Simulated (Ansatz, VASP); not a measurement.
## Sn3P2: VASP beside Ansatz

Contents of INCAR:

```
ALGO = Normal ; EDIFF = 1E-7
ENCUT = 520 ; GGA = PE
ISIF = 2 ; ISMEAR = 0
LASPH = True ; LCHARG = True
LELF = True ; LREAL = False
LVHAR = True ; LWAVE = False
NBANDS = 63 ; NELM = 60
PREC = Accurate ; SIGMA = 0.1
```

Contents of KPOINTS:

```
k-points
0
Gamma
  3 3 3
```

File POSCAR:

```
Sn3P2
1.0
    3.3033490093      1.9071894397      6.0125912629
   -3.3033490093      1.9071894397      6.0125912629
    0.0000000000     -3.8143788796      6.0125912629
Sn P
6 4
Direct
    0.0562500000      0.4437500000      0.7500000000
    0.7500000000      0.0562500000      0.4437500000
    0.4437500000      0.7500000000      0.0562500000
    0.9437500000      0.5562500000      0.2500000000
    0.2500000000      0.9437500000      0.5562500000
    0.5562500000      0.2500000000      0.9437500000
    0.8521800000      0.8521800000      0.8521800000
    0.6478200000      0.6478200000      0.6478200000
    0.1478200000      0.1478200000      0.1478200000
    0.3521800000      0.3521800000      0.3521800000
```

Input for Ansatz:

```yaml
crystal:
  lattice:
    - [3.3033490093, 1.9071894397, 6.0125912629]
    - [-3.3033490093, 1.9071894397, 6.0125912629]
    - [0.0, -3.8143788796, 6.0125912629]
  atoms:
    - { symbol: Sn, position: [0.05625, 0.44375, 0.75] }
    - { symbol: Sn, position: [0.75, 0.05625, 0.44375] }
    - { symbol: Sn, position: [0.44375, 0.75, 0.05625] }
    - { symbol: Sn, position: [0.94375, 0.55625, 0.25] }
    - { symbol: Sn, position: [0.25, 0.94375, 0.55625] }
    - { symbol: Sn, position: [0.55625, 0.25, 0.94375] }
    - { symbol: P, position: [0.85218, 0.85218, 0.85218] }
    - { symbol: P, position: [0.64782, 0.64782, 0.64782] }
    - { symbol: P, position: [0.14782, 0.14782, 0.14782] }
    - { symbol: P, position: [0.35218, 0.35218, 0.35218] }
basis:
  ecutwfc: 420
kpoints:
  mp_grid: { grid: [3, 3, 3] }
hamiltonian:
  xc: pbe
scf:
  occupations: { method: gaussian, width: 0.1 }
  lower_state_search: "off"
output:
  forces: true
  stress: true
  eigenvalues: true
```

Alike in both runs: task single point; functional PBE; k mesh 3 × 3 × 3; occupations gaussian, width 0.1 eV; no spin polarisation.

|  | VASP | Ansatz |
| --- | --- | --- |
| version | VASP 6.6.1 | Ansatz 0.2.0 |
| potentials or method | VASP PAW PBE potentials, release 64 (Sn_d, P) | scalar-relativistic, plane waves, PAW |
| plane-wave cutoff (eV) | 520 | 420 |
| valence electrons in the cell | 104 | 104 |

```tsv
	VASP	Ansatz	Ansatz less VASP
gap on the k mesh at the Fermi level (eV)	none	none	-
pressure (GPa)	10.9	11.0	+0.09
largest component of the traceless stress (GPa)	1.23	1.23	-0.001
rms of the force components (eV/Å)	0.086	0.087	+0.0010
```

Atom by atom the forces differ by 0.001 eV/Å (rms over components). A gap of «none» marks a metal or a gap that the smearing closes.

Caveats: the k mesh is coarse (spacing up to 0.38 Å⁻¹), so the values aren't converged.
